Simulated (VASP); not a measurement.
## Mo: cell size and functional

Aim: relax Mo at several levels of theory and compare the cells. The starting structure is a measured crystal structure from the Crystallography Open Database. The first relaxation on each setting starts from this cell expanded by 3 % in volume.

Calculated with VASP 6.6.1; Kohn-Sham DFT with plane waves and PAW; PBEsol, LDA, PBE, PBEsol + D3(BJ), r2SCAN, r2SCAN + rVV10, vdW-DF-cx and PBEsol + D4.

### Step 1. The starting structure

It takes space group Im-3m (No. 229, cubic). The conventional cell has a = 3.147 Å, b = 3.147 Å, c = 3.147 Å, α = 90.00°, β = 90.00°, γ = 90.00°. Mo has 8 Mo at 2.73 Å nearest.

### Step 2. Relaxation with PBEsol

PBEsol restores the gradient expansion of exchange and is tuned for the cells of solids. This run starts from the cell of an earlier relaxation, which isn't shown; the restart sets up the plane waves anew.

Input file INCAR:

```
SYSTEM = Mo
PREC = Accurate
ENCUT = 450
EDIFF = 1E-06
NELM = 100
ISMEAR = 1
SIGMA = 0.15
LREAL = .FALSE.
ALGO = Normal
GGA = PS
NBANDS = 13
LASPH = .TRUE.
LORBIT = 11
LWAVE = .FALSE.
LCHARG = .FALSE.
KPAR = 8
IBRION = 2
NSW = 50
ISIF = 3
EDIFFG = -0.006
```

Input file POSCAR:

```
Mo
1.0
   -1.5659598621      1.5659598621      1.5659598621
    1.5659598621     -1.5659598621      1.5659598621
    1.5659598621      1.5659598621     -1.5659598621
Mo
1
Direct
    0.0000000000      0.0000000000      0.0000000000
```

Input file KPOINTS:

```
Automatic mesh
0
Gamma
20 20 20
0 0 0
```

PAW data sets: Mo_sv (PBE family, release 64).

Run with:

```
$ mpirun -np 8 vasp_std
```

Output:

```text
[banner, memory and clock lines left out]
running    8 mpi-ranks, on    1 nodes
 distrk:  each k-point on    1 cores,    8 groups
 distr:  one band on    1 cores,    1 groups

 POSCAR found type information on POSCAR Mo
 POSCAR found :  1 types and       1 ions
|                                                                             |
|           W    W    AA    RRRRR   N    N  II  N    N   GGGG   !!!           |
|           W    W   A  A   R    R  NN   N  II  NN   N  G    G  !!!           |
|           W    W  A    A  R    R  N N  N  II  N N  N  G       !!!           |
|           W WW W  AAAAAA  RRRRR   N  N N  II  N  N N  G  GGG   !            |
|           WW  WW  A    A  R   R   N   NN  II  N   NN  G    G                |
|           W    W  A    A  R    R  N    N  II  N    N   GGGG   !!!           |
|                                                                             |
|     For optimal performance we recommend to set                             |
|       NCORE = 2 up to number-of-cores-per-socket                            |
|     NCORE specifies how many cores store one orbital (NPAR=cpu/NCORE).      |
|     This setting can greatly improve the performance of VASP for DFT.       |
|     The default, NCORE=1 might be grossly inefficient on modern             |
|     multi-core architectures or massively parallel machines. Do your        |
|     Unfortunately you need to use the default for GW and RPA                |
|     calculations (for HF NCORE is supported but not extensively tested      |
|     yet).                                                                   |
|                                                                             |

|                                                                             |
|               ----> ADVICE to this user running VASP <----                  |
|                                                                             |
|     You enforced a specific xc type in the INCAR file but a different       |
|     [... a line on the potential file left out ...]
|     I HOPE YOU KNOW WHAT YOU ARE DOING!                                     |
|                                                                             |

 LDA part: xc-table for (Slater+PW92), standard interpolation
 POSCAR, INCAR and KPOINTS ok, starting setup
 FFT: planning ... GRIDC
 FFT: planning ... GRID_SOFT
 FFT: planning ... GRID
 WAVECAR not read
 entering main loop
       N       E                     dE             d eps       ncg     rms          rms(c)
DAV:   1     0.809735993421E+02    0.80974E+02   -0.74551E+03  6772   0.999E+02
DAV:   2    -0.115650456141E+02   -0.92539E+02   -0.89150E+02  7571   0.291E+02
DAV:   3    -0.125333302764E+02   -0.96828E+00   -0.96520E+00  7486   0.297E+01
DAV:   4    -0.125354817031E+02   -0.21514E-02   -0.21512E-02  7491   0.168E+00
DAV:   5    -0.125354941645E+02   -0.12461E-04   -0.12461E-04  7556   0.114E-01    0.165E+01
DAV:   6    -0.118802543885E+02    0.65524E+00   -0.77899E-01  6836   0.108E+01    0.448E+00
DAV:   7    -0.117856381037E+02    0.94616E-01   -0.15004E-01  7396   0.450E+00    0.955E-01
DAV:   8    -0.117795965691E+02    0.60415E-02   -0.40032E-03  6906   0.799E-01    0.210E-01
DAV:   9    -0.117796123882E+02   -0.15819E-04   -0.85770E-05  7844   0.111E-01    0.880E-02
DAV:  10    -0.117796186384E+02   -0.62502E-05   -0.84319E-06  6931   0.333E-02    0.355E-03
DAV:  11    -0.117796188213E+02   -0.18292E-06   -0.68453E-08  3728   0.287E-03
   1 F= -.11779619E+02 E0= -.11779452E+02  d E =-.117796E+02
 curvature:   0.00 expect dE= 0.000E+00 dE for cont linesearch  0.000E+00
 trial: gam= 0.00000 g(F)=  0.154E-61 g(S)=  0.117E-04 ort = 0.000E+00 (trialstep = 0.100E+01)
 search vector abs. value=  0.117E-04
 bond charge predicted
       N       E                     dE             d eps       ncg     rms          rms(c)
DAV:   1    -0.117799028809E+02   -0.28424E-03   -0.62099E-03  6751   0.105E+00    0.199E-01
DAV:   2    -0.117796248321E+02    0.27805E-03   -0.42635E-04  6696   0.259E-01    0.333E-02
DAV:   3    -0.117796044635E+02    0.20369E-04   -0.63347E-05  7001   0.984E-02    0.301E-02
DAV:   4    -0.117796079616E+02   -0.34981E-05   -0.15937E-06  6018   0.131E-02    0.116E-03
DAV:   5    -0.117796079824E+02   -0.20829E-07   -0.11803E-07  3398   0.425E-03
   2 F= -.11779608E+02 E0= -.11779439E+02  d E =0.108389E-04
 trial-energy change:    0.000011  1 .order    0.000011   -0.000012    0.000034
 step:   0.2555(harm=  0.2555)  dis= 0.00000  next Energy=   -11.779620 (dE=-0.150E-05)
 bond charge predicted
       N       E                     dE             d eps       ncg     rms          rms(c)
DAV:   1    -0.117797844300E+02   -0.17647E-03   -0.34407E-03  6756   0.779E-01    0.147E-01
DAV:   2    -0.117796322881E+02    0.15214E-03   -0.23744E-04  6696   0.193E-01    0.248E-02
DAV:   3    -0.117796205741E+02    0.11714E-04   -0.34940E-05  6966   0.730E-02    0.222E-02
DAV:   4    -0.117796203892E+02    0.18493E-06   -0.87534E-07  5335   0.980E-03
   3 F= -.11779620E+02 E0= -.11779453E+02  d E =-.156790E-05
 curvature:  -0.13 expect dE=-0.237E-06 dE for cont linesearch -0.237E-06
 trial: gam= 0.00000 g(F)=  0.938E-63 g(S)=  0.185E-05 ort =-0.466E-05 (trialstep = 0.851E+00)
 search vector abs. value=  0.185E-05
 reached required accuracy - stopping structural energy minimisation
```

Run time: 12 s. Hardware: 8 MPI ranks of Intel Xeon Platinum 8488C (Sapphire Rapids), shared host; peak memory 1.2 GiB; 85 s of CPU time.

The logs omit lines about the potential files and the build; timing stands in the text.

From OUTCAR (step 2):

```text
ion  position               nearest neighbor table
   1  0.000  0.000  0.000-

  LATTYP: Found a body centered cubic cell.
 ALAT       =     3.1319197242

 Subroutine GETGRP returns: Found 48 space group operations
 (whereof 48 operations were pure point group operations)

The static configuration has the point symmetry O_h .

 Found    256 irreducible k-points:

   k-points           NKPTS =    256   k-points in BZ     NKDIM =    256   number of bands    NBANDS=     13

   dimension x,y,z NGX =    20 NGY =   20 NGZ =   20
   dimension x,y,z NGXF=    40 NGYF=   40 NGZF=   40

   ENCUT  =  450.0 eV  33.07 Ry    5.75 a.u.   4.69  4.69  4.69*2*pi/ulx,y,z

   NELECT =      14.0000    total number of electrons

 k-points in reciprocal lattice and weights: Automatic mesh
   0.00000000  0.00000000  0.00000000       0.000
   0.05000000  0.00000000  0.00000000       0.002
   0.10000000  0.00000000  0.00000000       0.002
   0.15000000  0.00000000  0.00000000       0.002
   0.20000000  0.00000000  0.00000000       0.002
   0.25000000  0.00000000  0.00000000       0.002
   0.30000000  0.00000000  0.00000000       0.002
   0.35000000  0.00000000  0.00000000       0.002
   0.40000000  0.00000000  0.00000000       0.002
[...]
0.50000000  0.50000000  0.45000000       0.002
   0.50000000  0.50000000  0.50000000       0.000

 average (electrostatic) potential at core
       1 -68.7449

 E-fermi :  12.7719

 k-point     1 :       0.0000    0.0000    0.0000
  band No.  band energies     occupation
    ...
      4     -21.6902      2.00000
      5       5.4103      2.00000
      6      11.3505      2.00000
      7      11.3505      2.00000
      8      11.3505      2.00000
      9      14.4319     -0.00000
     10      14.4319     -0.00000
     11      27.5889      0.00000
     12      27.5889      0.00000
     13      27.5889      0.00000

 k-point     2 :       0.0500    0.0000    0.0000
  band No.  band energies     occupation
    ...
      4     -21.6906      2.00000
      5       5.5243      2.00000
      6      11.2853      2.00000
      7      11.3404      2.00000
      8      11.4575      2.00000
      9      14.3327     -0.00000
     10      14.4332     -0.00000
     11      27.6772      0.00000
     12      27.7810      0.00000
     13      27.8240      0.00000

 k-point     3 :       0.1000    0.0000    0.0000
  band No.  band energies     occupation
    ...
      4     -21.6916      2.00000
      5       5.8527      2.00000
      6      11.1016      2.00000
      7      11.2971      2.00000
      8      11.7748      2.00000
      9      14.1011     -0.00000
     10      14.4409     -0.00000
     11      27.9015      0.00000
     12      28.3436      0.00000
     13      28.4350      0.00000

  Total        0.0035799      0.0035799      0.0035799     -0.0000000      0.0000000      0.0000000
  in kB        0.3735294      0.3735294      0.3735294     -0.0000000      0.0000000      0.0000000
  external PRESSURE =       0.3735294 kB  Pullay stress =       0.0000000 kB

  energy-cutoff  :      450.00
  volume of cell :       15.36
      direct lattice vectors                 reciprocal lattice vectors
    -1.565786235  1.565786235  1.565786235     0.000000000  0.319328392  0.319328392
     1.565786235 -1.565786235  1.565786235     0.319328392  0.000000000  0.319328392
     1.565786235  1.565786235 -1.565786235     0.319328392  0.319328392  0.000000000

 POSITION                                       TOTAL-FORCE (eV/Angst)
 -----------------------------------------------------------------------------------
     -0.00000      0.00000      0.00000         0.000000     -0.000000      0.000000
 -----------------------------------------------------------------------------------
    total drift:                                0.000000      0.000000      0.000000

  FREE ENERGIE OF THE ION-ELECTRON SYSTEM (eV)
  ---------------------------------------------------
  free  energy   TOTEN  =       -11.7796203892 eV

  energy  without entropy=      -11.7791192717  energy(sigma->0) =      -11.77945335

 reached required accuracy - stopping structural energy minimisation

 total charge
# of ion       s       p       d       tot
------------------------------------------
    1        2.391   6.214   3.940  12.544

[... 3 further parts left out ...]
```

CONTCAR:

```
Mo
   1.00000000000000
    -1.5657862348764957    1.5657862348764957    1.5657862348764957
     1.5657862348764957   -1.5657862348764957    1.5657862348764957
     1.5657862348764957    1.5657862348764957   -1.5657862348764957
  Mo
     1
Direct
     0.0000000000000000    0.0000000000000000    0.0000000000000000
```

The PAW data sets were made with PBE, which is usual practice but a small mismatch for other functionals. The run keeps the 48 symmetry operations of its start, so it cannot find a distortion of lower symmetry.

With PBEsol the relaxed cell holds 15.355 Å³ an atom, -1.45 % against the measured cell, with a = 3.132 Å. Pressures at 0.985 and 1.015 times this volume, from two more relaxations that aren't shown, give a bulk modulus of 281.7 GPa.

### Step 3. Relaxation with LDA

LDA, the lowest rung, knows the local density alone. This run starts from the cell of an earlier relaxation, which isn't shown; the restart sets up the plane waves anew.

INCAR: that of step 2 with these lines changed.

```diff
@@ -9,3 +9,3 @@
 ALGO = Normal
-GGA = PS
+GGA = CA
 NBANDS = 13
```

Input file POSCAR:

```
Mo
1.0
   -1.5580037747      1.5580037747      1.5580037747
    1.5580037747     -1.5580037747      1.5580037747
    1.5580037747      1.5580037747     -1.5580037747
Mo
1
Direct
    0.0000000000      0.0000000000      0.0000000000
```

KPOINTS is that of step 2.

The projector-augmented-wave data sets are Mo_sv (LDA family, release 64).

Run with:

```
$ mpirun -np 8 vasp_std
```

Output:

```text
[banner, memory and clock lines left out]
running    8 mpi-ranks, on    1 nodes
[...]
[... a notice as in an earlier step ...]

 LDA part: xc-table for (Slater(with rela. corr.)+CA(PZ))
 , standard interpolation
 POSCAR, INCAR and KPOINTS ok, starting setup
[...]
entering main loop
       N       E                     dE             d eps       ncg     rms          rms(c)
DAV:   1     0.847984488187E+02    0.84798E+02   -0.72771E+03  6741   0.100E+03
DAV:   2    -0.118090212468E+02   -0.96607E+02   -0.93002E+02  7406   0.299E+02
DAV:   3    -0.128478892654E+02   -0.10389E+01   -0.10365E+01  7476   0.321E+01
DAV:   4    -0.128504081997E+02   -0.25189E-02   -0.25189E-02  7431   0.186E+00
[...]
DAV:   9    -0.121316175435E+02    0.39570E-04   -0.14012E-04  7827   0.144E-01    0.714E-02
DAV:  10    -0.121316282918E+02   -0.10748E-04   -0.78965E-06  7006   0.325E-02    0.223E-03
DAV:  11    -0.121316283289E+02   -0.37076E-07   -0.46377E-08  3743   0.240E-03
   1 F= -.12131628E+02 E0= -.12131457E+02  d E =-.121316E+02
[...]
DAV:   2    -0.121316313385E+02    0.31368E-03   -0.49349E-04  6686   0.296E-01    0.330E-02
DAV:   3    -0.121316110754E+02    0.20263E-04   -0.68767E-05  6991   0.105E-01    0.347E-02
DAV:   4    -0.121316144072E+02   -0.33317E-05   -0.18141E-06  6467   0.136E-02    0.124E-03
DAV:   5    -0.121316144083E+02   -0.11335E-08   -0.10798E-07  3403   0.431E-03
   2 F= -.12131614E+02 E0= -.12131443E+02  d E =0.139206E-04
 trial-energy change:    0.000014  1 .order    0.000013   -0.000013    0.000039
 step:   0.2454(harm=  0.2454)  dis= 0.00000  next Energy=   -12.131630 (dE=-0.155E-05)
[...]
N       E                     dE             d eps       ncg     rms          rms(c)
DAV:   1    -0.121318180383E+02   -0.20363E-03   -0.39392E-03  6761   0.856E-01    0.168E-01
DAV:   2    -0.121316392274E+02    0.17881E-03   -0.28261E-04  6696   0.224E-01    0.250E-02
DAV:   3    -0.121316277627E+02    0.11465E-04   -0.39073E-05  6951   0.794E-02    0.259E-02
DAV:   4    -0.121316296136E+02   -0.18509E-05   -0.10267E-06  5512   0.103E-02    0.889E-04
DAV:   5    -0.121316296079E+02    0.56655E-08   -0.75159E-08  3343   0.358E-03
   3 F= -.12131630E+02 E0= -.12131458E+02  d E =-.127908E-05
[...]
reached required accuracy - stopping structural energy minimisation
```

Run time: 9.4 s. Hardware: 8 MPI ranks; peak memory 1.2 GiB.

Parts of OUTCAR (step 3):

```text
  Total        0.0009809      0.0009809      0.0009809      0.0000000      0.0000000      0.0000000
  in kB        0.1039192      0.1039192      0.1039192      0.0000000      0.0000000      0.0000000
  external PRESSURE =       0.1039192 kB  Pullay stress =       0.0000000 kB

 POSITION                                       TOTAL-FORCE (eV/Angst)
 -----------------------------------------------------------------------------------
      0.00000      0.00000      0.00000        -0.000000      0.000000     -0.000000
 -----------------------------------------------------------------------------------
    total drift:                                0.000000     -0.000000      0.000000

  FREE ENERGIE OF THE ION-ELECTRON SYSTEM (eV)
  ---------------------------------------------------
  free  energy   TOTEN  =       -12.1316296079 eV

  energy  without entropy=      -12.1311160815  energy(sigma->0) =      -12.13145843

[... 2 parts as in an earlier step ...]

[... 2 further parts left out ...]
[key lines of the parts left out:]
E-fermi :  13.0348
```

With LDA the relaxed cell holds 15.122 Å³ an atom, -2.94 % against the measured cell, with a = 3.116 Å. That is -1.52 % from PBEsol. Pressures at 0.985 and 1.015 times this volume, from two more relaxations that aren't shown, give a bulk modulus of 291.9 GPa.

### Step 4. Relaxation with PBE

PBE, the usual starting point, adds the gradient of the density.

INCAR: that of step 3 with these lines changed.

```diff
@@ -9,3 +9,3 @@
 ALGO = Normal
-GGA = CA
+GGA = PE
 NBANDS = 13
```

Input file POSCAR:

```
Mo
1.0
   -1.5889943795      1.5889943795      1.5889943795
    1.5889943795     -1.5889943795      1.5889943795
    1.5889943795      1.5889943795     -1.5889943795
Mo
1
Direct
    0.0000000000      0.0000000000      0.0000000000
```

KPOINTS is that of step 3.

Potentials, in the order of the species: Mo_sv (PBE family, release 64).

Run with:

```
$ mpirun -np 8 vasp_std
```

Output:

```text
[banner, memory and clock lines left out]
running    8 mpi-ranks, on    1 nodes
[...]
[... a notice as in an earlier step ...]

 LDA part: xc-table for (Slater+PW92), standard interpolation
 POSCAR, INCAR and KPOINTS ok, starting setup
[...]
entering main loop
       N       E                     dE             d eps       ncg     rms          rms(c)
DAV:   1     0.826260021555E+02    0.82626E+02   -0.74006E+03  6767   0.988E+02
DAV:   2    -0.105863848623E+02   -0.93212E+02   -0.89755E+02  7711   0.291E+02
DAV:   3    -0.116162401474E+02   -0.10299E+01   -0.10278E+01  7426   0.303E+01
DAV:   4    -0.116185022494E+02   -0.22621E-02   -0.22621E-02  7426   0.175E+00
[...]
DAV:   9    -0.109345362151E+02   -0.76279E-04   -0.98398E-05  7736   0.120E-01    0.791E-02
DAV:  10    -0.109345440575E+02   -0.78424E-05   -0.12081E-05  6911   0.395E-02    0.632E-03
DAV:  11    -0.109345444071E+02   -0.34963E-06   -0.13683E-07  4013   0.405E-03
   1 F= -.10934544E+02 E0= -.10934499E+02  d E =-.109345E+02
[...]
DAV:   6    -0.109160021588E+02    0.51126E-05   -0.40265E-06  6906   0.244E-02    0.308E-03
DAV:   7    -0.109160015988E+02    0.56006E-06   -0.11589E-07  3708   0.430E-03
   2 F= -.10916002E+02 E0= -.10915850E+02  d E =0.185428E-01
 trial-energy change:    0.018543  1 .order    0.019169   -0.020124    0.058461
 step:   0.2654(harm=  0.2561)  dis= 0.00000  next Energy=   -10.937226 (dE=-0.268E-02)
[...]
N       E                     dE             d eps       ncg     rms          rms(c)
DAV:   1    -0.112216067448E+02   -0.30560E+00   -0.59589E+00  6751   0.325E+01    0.522E+00
DAV:   2    -0.109518005230E+02    0.26981E+00   -0.44322E-01  6671   0.816E+00    0.106E+00
DAV:   3    -0.109353392505E+02    0.16461E-01   -0.55722E-02  6986   0.289E+00    0.675E-01
DAV:   4    -0.109372342398E+02   -0.18950E-02   -0.12194E-03  6886   0.366E-01    0.852E-02
DAV:   5    -0.109372847879E+02   -0.50548E-04   -0.59187E-05  7656   0.865E-02    0.723E-03
DAV:   6    -0.109372861713E+02   -0.13834E-05   -0.73734E-07  4831   0.101E-02    0.684E-04
DAV:   7    -0.109372862657E+02   -0.94392E-07   -0.44902E-08  3363   0.256E-03
   3 F= -.10937286E+02 E0= -.10937210E+02  d E =-.274186E-02
[...]
reached required accuracy - stopping structural energy minimisation
```

Wall time 14 s (8 MPI ranks); peak memory 1.2 GiB.

OUTCAR, selected parts (step 4):

```text
  Total       -0.0055293     -0.0055293     -0.0055293     -0.0000000      0.0000000      0.0000000
  in kB       -0.5599958     -0.5599958     -0.5599958     -0.0000000      0.0000000      0.0000000
  external PRESSURE =      -0.5599958 kB  Pullay stress =       0.0000000 kB

 POSITION                                       TOTAL-FORCE (eV/Angst)
 -----------------------------------------------------------------------------------
      0.00000      0.00000     -0.00000         0.000000      0.000000      0.000000
 -----------------------------------------------------------------------------------
    total drift:                                0.000000     -0.000000      0.000000

  FREE ENERGIE OF THE ION-ELECTRON SYSTEM (eV)
  ---------------------------------------------------
  free  energy   TOTEN  =       -10.9372862657 eV

  energy  without entropy=      -10.9370583096  energy(sigma->0) =      -10.93721028

[... 2 parts as in an earlier step ...]

[... 2 further parts left out ...]
[key lines of the parts left out:]
E-fermi :  12.4226
```

With PBE the relaxed cell holds 15.819 Å³ an atom, +1.53 % against the measured cell, with a = 3.163 Å. That is +3.02 % from PBEsol. Pressures at 0.985 and 1.015 times this volume, from two more relaxations that aren't shown, give a bulk modulus of 261.3 GPa.

(Continued in part 2 of 3.)

[Lines on the potential files, build, host, timing and source positions are cut from VASP's logs without a mark.]

[Logs are printed without paths, hosts, clocks, repeated set-up lines and the standing remarks that a program may print on its own settings, such as how far it seeks lower states.]

[Hosts, paths, dates, database ids (printed as entryN), source tags and the programs' standing remarks are cut or masked in the printed files.]
